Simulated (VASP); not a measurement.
AlN: band gap against strain

AlN (wurtzite, P6_3mc, 10.387 Å³/atom and stress up to 0.06 GPa in the relaxed cell, c along z) under an equal strain ε along x and y, with z held. r2SCAN in VASP (plane waves, PAW), 600 eV, 12×12×6 Γ-centred mesh, Gaussian smearing 0.05 eV; ions are relaxed, or left where forces stay under 0.02 eV/Å, within the symmetry of each cell. Gaps are the smallest on the run's k-mesh, which can miss an edge that lies off it, without spin-orbit coupling; in all rows the valence edge lies at Γ and the conduction edge at Γ.

Here s stands for strain and Eg for gap.

```
strain (%)  gap (eV)
----------  --------
0.00           4.929
0.50           4.813
1.00           4.696
1.50           4.581
2.50               ?
```

**Question.** Fit Eg against s with a straight line, and predict the withheld value at s = 2.50.

**Answer.** Means: s 0.75000, Eg 4.7548. About the means, the sum of products is -0.29025 and the sum of squares of s is 1.2500; the slope is their ratio. Least squares gives Eg = 4.9289 - 0.23220·s. Residuals (row less fit): 0.0001, 0.0002, -0.0007, 0.0004; standard error 0.0006 (degrees of freedom: 2). Over these rows the gap moves by -23.22 ± 0.05 eV per unit strain. At the withheld row, Eg = 4.9289 - 0.23220 × 2.5 = 4.3484 eV. The calculation gives 4.357 eV, 0.0086 eV above the prediction (1.5 % of the range of Eg in the table). The row lies outside the fitted rows, so this is an extrapolation. The scatter of the fitted rows lies at the last printed digit.

A polynomial of degree 2 through the 5 other runs of the series gives 4.356 there, so most of the miss is curvature that the fit leaves out. Rows are the converged runs of the series near zero and its far end, less any whose ions stayed unrelaxed beside relaxed ones; series whose fitted rows scatter by over a few per cent of the range, as at a crossing or softening among them, aren't shown in this form. Most that stay on the fit to the last digits aren't either.
